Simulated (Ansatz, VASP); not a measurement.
**InSe: VASP beside Ansatz**

Wanted: the spread between two codes on one cell, functional and k mesh. The cell is taken from a series of runs on this material, whose earlier steps may have relaxed, scaled, displaced or heated it; both programs get it as it stands. Other levels of theory on this material are compared in a session of their own.

Calculated with Ansatz 0.2.0; plane waves, with VASP 6.6.1 beside it; relaxation of cell and atoms at PBEsol with D3(BJ).

## Step 1: Starting point

It takes space group R3m (No. 160, trigonal). Conventional cell: a = 3.961 Å, b = 3.961 Å, c = 24.182 Å, α = 90.00°, β = 90.00°, γ = 120.00°. Se has 3 In at 2.63 Å nearest. Nearest to Se lie 3 In at 2.62 Å. Nearest to In lie 3 Se at 2.63 Å and 1 In at 2.75 Å. In has 3 Se at 2.62 Å and 1 In at 2.75 Å nearest. Farther neighbours and most contacts between anions are not listed.

Structure file:

```
Se In
1.0
     1.98039    1.14338    8.06068
    -1.98039    1.14338    8.06068
     0.00000   -2.28676    8.06068
Se In
2 2
Direct
  0.38782 0.38782 0.38782
  0.16757 0.16757 0.16757
  0.00115 0.00115 0.00115
  0.88747 0.88747 0.88746
```

## Step 2: VASP: relaxation of cell and atoms, PBEsol with D3(BJ)

The relaxed volume is the usual yardstick between codes: in a stiff, nearly cubic crystal its relative difference is about their pressure difference at one cell divided by the bulk modulus.

Lines of VASP's logs that name or quote its potential files are left out, and so is its time.

INCAR

```
SYSTEM = InSe
PREC = Accurate
ENCUT = 500
EDIFF = 1E-07
NELM = 120
ISMEAR = 0
SIGMA = 0.01
LREAL = .FALSE.
ALGO = Normal
GGA = PS
IVDW = 12
NBANDS = 25
LORBIT = 11
LWAVE = .FALSE.
LCHARG = .FALSE.
ISIF = 3
IBRION = 2
NSW = 80
EDIFFG = -0.005
LASPH = .TRUE.
GGA_COMPAT = .FALSE.
NELMIN = 4
EFERMI = MIDGAP
KPAR = 2
```

POSCAR

```
InSe
1.0
    1.9803900000      1.1433780000      8.0606840000
   -1.9803900000      1.1433780000      8.0606840000
    0.0000000000     -2.2867570000      8.0606840000
Se In
2 2
Direct
    0.3878188818      0.3878188818      0.3878187122
    0.1675683102      0.1675683102      0.1675682369
    0.0011478763      0.0011478763      0.0011478758
    0.8874650558      0.8874650558      0.8874646677
```

KPOINTS

```
Automatic mesh
0
Gamma
12 12 12
0 0 0
```

The projector-augmented-wave data sets are Se and In_d (PBE family, release 64).

Launch:

```console
$ mpirun -np 2 vasp_std
```

Numbers of over 12 decimals in the logs are rounded to 6 here.

Output:

```text
[banner, memory and clock lines left out]
running    2 mpi-ranks, on    1 nodes
 distrk:  each k-point on    1 cores,    2 groups
 distr:  one band on    1 cores,    1 groups

 POSCAR found type information on POSCAR SeIn
 POSCAR found :  2 types and       4 ions
|                                                                             |
|               ----> ADVICE to this user running VASP <----                  |
|                                                                             |
|     You enforced a specific xc type in the INCAR file but a different       |
|     [... a line on the potential file left out ...]
|     I HOPE YOU KNOW WHAT YOU ARE DOING!                                     |
|                                                                             |

 LDA part: xc-table for (Slater+PW92), standard interpolation
 POSCAR, INCAR and KPOINTS ok, starting setup
 FFT: planning ... GRIDC
 FFT: planning ... GRID_SOFT
 FFT: planning ... GRID
 WAVECAR not read
 entering main loop
       N       E                     dE             d eps       ncg     rms          rms(c)
DAV:   1     0.328042776463E+03    0.32804E+03   -0.17194E+04  9450   0.166E+03
DAV:   2     0.213261420217E+02   -0.30672E+03   -0.30020E+03  9661   0.399E+02
DAV:   3    -0.145297465062E+02   -0.35856E+02   -0.35197E+02 12238   0.148E+02
DAV:   4    -0.159505903777E+02   -0.14208E+01   -0.14179E+01 10747   0.313E+01
DAV:   5    -0.160140350383E+02   -0.63445E-01   -0.63436E-01 15217   0.620E+00    0.681E+00
DAV:   6    -0.155944944001E+02    0.41954E+00   -0.92374E-01 12876   0.168E+01    0.413E+00
DAV:   7    -0.155615010490E+02    0.32993E-01   -0.34032E-01 13502   0.480E+00    0.112E+00
DAV:   8    -0.155581056586E+02    0.33954E-02   -0.30495E-02 14262   0.202E+00    0.596E-01
DAV:   9    -0.155580646352E+02    0.41023E-04   -0.47279E-03 11259   0.467E-01    0.143E-01
DAV:  10    -0.155580646578E+02   -0.22595E-07   -0.31106E-04 14584   0.147E-01    0.705E-02
DAV:  11    -0.155581097059E+02   -0.45048E-04   -0.10746E-04 11484   0.102E-01    0.186E-02
DAV:  12    -0.155581059102E+02    0.37956E-05   -0.13589E-05 15001   0.479E-02    0.124E-02
DAV:  13    -0.155581071737E+02   -0.12635E-05   -0.27645E-06 12059   0.103E-02    0.698E-03
DAV:  14    -0.155581074618E+02   -0.28811E-06   -0.83808E-07  9049   0.115E-02    0.172E-03
DAV:  15    -0.155581074676E+02   -0.57162E-08   -0.60963E-08  7660   0.274E-03
   1 F= -.16795704E+02 E0= -.16795704E+02  d E =-.167957E+02
 curvature:   0.00 expect dE= 0.000E+00 dE for cont linesearch  0.000E+00
 trial: gam= 0.00000 g(F)=  0.770E-04 g(S)=  0.101E-03 ort = 0.000E+00 (trialstep = 0.100E+01)
 search vector abs. value=  0.178E-03
 bond charge predicted
       N       E                     dE             d eps       ncg     rms          rms(c)
DAV:   1    -0.155615809325E+02   -0.34735E-02   -0.43404E-02 12113   0.306E+00    0.232E-01
DAV:   2    -0.155606826425E+02    0.89829E-03   -0.38750E-03 13002   0.944E-01    0.788E-02
DAV:   3    -0.155605268767E+02    0.15577E-03   -0.60342E-04 12889   0.387E-01    0.314E-02
DAV:   4    -0.155605201158E+02    0.67609E-05   -0.59817E-05 12503   0.523E-02    0.196E-02
DAV:   5    -0.155605164612E+02    0.36546E-05   -0.27875E-06 12421   0.265E-02    0.105E-02
DAV:   6    -0.155605147895E+02    0.16717E-05   -0.11091E-06 12926   0.107E-02    0.287E-03
DAV:   7    -0.155605148750E+02   -0.85511E-07   -0.18757E-07  8585   0.376E-03
   2 F= -.16795727E+02 E0= -.16795727E+02  d E =-.228653E-04
 trial-energy change:   -0.000023  1 .order   -0.000030   -0.000178    0.000118
 step:   0.5656(harm=  0.6018)  dis= 0.00058  next Energy=   -16.795753 (dE=-0.490E-04)
 bond charge predicted
       N       E                     dE             d eps       ncg     rms          rms(c)
DAV:   1    -0.155597058618E+02    0.80893E-03   -0.81657E-03 12104   0.132E+00    0.101E-01
DAV:   2    -0.155595329055E+02    0.17296E-03   -0.73542E-04 13042   0.413E-01    0.343E-02
DAV:   3    -0.155595050343E+02    0.27871E-04   -0.11247E-04 12825   0.167E-01    0.138E-02
DAV:   4    -0.155595058154E+02   -0.78118E-06   -0.11334E-05 12612   0.229E-02    0.862E-03
DAV:   5    -0.155595062345E+02   -0.41906E-06   -0.50547E-07 12258   0.113E-02    0.456E-03
DAV:   6    -0.155595068347E+02   -0.60022E-06   -0.17023E-07  7399   0.479E-03    0.104E-03
DAV:   7    -0.155595067953E+02    0.39443E-07   -0.58694E-08  4976   0.337E-03
   3 F= -.16795754E+02 E0= -.16795754E+02  d E =-.500510E-04
 curvature:  -0.30 expect dE=-0.100E-05 dE for cont linesearch -0.133E-07
 trial: gam= 0.00303 g(F)=  0.215E-05 g(S)=  0.121E-05 ort = 0.282E-05 (trialstep = 0.913E+00)
 search vector abs. value=  0.338E-05
 reached required accuracy - stopping structural energy minimisation
```

From OUTCAR (step 2):

```text
ion  position               nearest neighbor table
   1  0.388  0.388  0.388-   3 2.63   3 2.63   3 2.63
   2  0.168  0.168  0.168-   4 2.62   4 2.62   4 2.62
   3  0.001  0.001  0.001-   1 2.63   1 2.63   1 2.63   4 2.75
   4  0.887  0.887  0.887-   2 2.62   2 2.62   2 2.62   3 2.75

  LATTYP: Found a trigonal (rhomboedric) cell.
 ALAT       =     8.3787758265
 COS(alpha) =     0.8882698703

 Subroutine GETGRP returns: Found  6 space group operations
 (whereof  6 operations were pure point group operations)

The static configuration has the point symmetry C_3v.

 Found    189 irreducible k-points:

   k-points           NKPTS =    189   k-points in BZ     NKDIM =    189   number of bands    NBANDS=     25

   dimension x,y,z NGX =    64 NGY =   64 NGZ =   64
   dimension x,y,z NGXF=   128 NGYF=  128 NGZF=  128

   ENCUT  =  500.0 eV  36.75 Ry    6.06 a.u.  15.28 15.28 15.28*2*pi/ulx,y,z

   NELECT =      38.0000    total number of electrons

 k-points in reciprocal lattice and weights: Automatic mesh
   0.00000000  0.00000000  0.00000000       0.001
   0.08333333  0.00000000 -0.00000000       0.003
   0.16666667  0.00000000 -0.00000000       0.003
   0.25000000  0.00000000 -0.00000000       0.003
   0.33333333 -0.00000000 -0.00000000       0.003
   0.41666667  0.00000000 -0.00000000       0.003
   0.50000000  0.00000000 -0.00000000       0.002
   0.08333333  0.08333333 -0.00000000       0.003
   0.16666667  0.08333333 -0.00000000       0.007
[...]
-0.41666667  0.50000000  0.41666667       0.003
   0.50000000  0.50000000  0.50000000       0.001

 Edisp (eV)   -1.23521

 average (electrostatic) potential at core
       1 -53.4681       2 -53.4692       3 -96.4214       4 -96.4185

 E-fermi :   4.8518

 k-point     1 :       0.0000    0.0000    0.0000
  band No.  band energies     occupation
    ...
     15       2.8305      2.00000
     16       3.2205      2.00000
     17       3.2205      2.00000
     18       3.4601      2.00000
     19       3.4601      2.00000
     20       6.6130      0.00000
     21       6.7550      0.00000
     22       8.9835      0.00000
     23       8.9835      0.00000
     24       9.5626      0.00000
    ...

 k-point     2 :       0.0833    0.0000   -0.0000
  band No.  band energies     occupation
    ...
     15       2.5500      2.00000
     16       3.0730      2.00000
     17       3.1163      2.00000
     18       3.3877      2.00000
     19       3.4006      2.00000
     20       6.7534      0.00000
     21       7.1474      0.00000
     22       8.5498      0.00000
     23       9.0507      0.00000
     24       9.5455      0.00000
    ...

 k-point     3 :       0.1667    0.0000   -0.0000
  band No.  band energies     occupation
    ...
     15       1.7444      2.00000
     16       2.8355      2.00000
     17       2.8678      2.00000
     18       3.1851      2.00000
     19       3.4914      2.00000
     20       6.8667      0.00000
     21       7.3233      0.00000
     22       8.3587      0.00000
     23       9.0474      0.00000
     24       9.2059      0.00000
    ...

 Edisp (eV)   -1.23625

  Total      -0.00707    -0.00707    -0.00049     0.00000     0.00000     0.00000
  in kB      -0.10328    -0.10328    -0.00710     0.00000     0.00000     0.00000
  external pressure =       -0.07 kB  Pullay stress =        0.00 kB

  energy-cutoff  :      500.00
  volume of cell :      109.63
      direct lattice vectors                 reciprocal lattice vectors
     1.981164498  1.143825156  8.063020528     0.252376822  0.145709873  0.041341006
    -1.981164498  1.143825156  8.063020528    -0.252376822  0.145709873  0.041341006
     0.000000000 -2.287651313  8.063020528     0.000000000 -0.291419746  0.041340988

 POSITION                                       TOTAL-FORCE (eV/Angst)
 -----------------------------------------------------------------------------------
      0.00000     -0.00000      9.38148         0.000000     -0.000000      0.003396
      0.00000      0.00000      4.05281         0.000000      0.000000     -0.003284
      0.00000      0.00000      0.02718         0.000000      0.000000     -0.003391
      0.00000     -0.00000     21.46752         0.000000     -0.000000      0.003278
 -----------------------------------------------------------------------------------
    total drift:                               -0.000000     -0.000566      0.000289

  FREE ENERGIE OF THE ION-ELECTRON SYSTEM (eV)
  ---------------------------------------------------
  free  energy   TOTEN  =       -16.7957537511 eV

  energy  without entropy=      -16.7957537511  energy(sigma->0) =      -16.79575375

 reached required accuracy - stopping structural energy minimisation

 total charge
# of ion       s       p       d       tot
------------------------------------------
    1        1.478   2.328   0.026   3.833
    2        1.477   2.330   0.027   3.834
    3        0.860   0.696   9.888  11.444
    4        0.860   0.699   9.887  11.447
--------------------------------------------------
tot          4.676   6.054  19.828  30.558

[... 3 further parts left out ...]
```

[end of part 1 of 2]

[Lines on the potential files, build, host, timing and source positions are cut from VASP's logs without a mark.]

[Logs are printed without paths, hosts, clocks, repeated set-up lines and the standing remarks that a program may print on its own settings, such as how far it seeks lower states.]

[Hosts, paths, dates, database ids (printed as entryN), source tags and the programs' standing remarks are cut or masked in the printed files.]
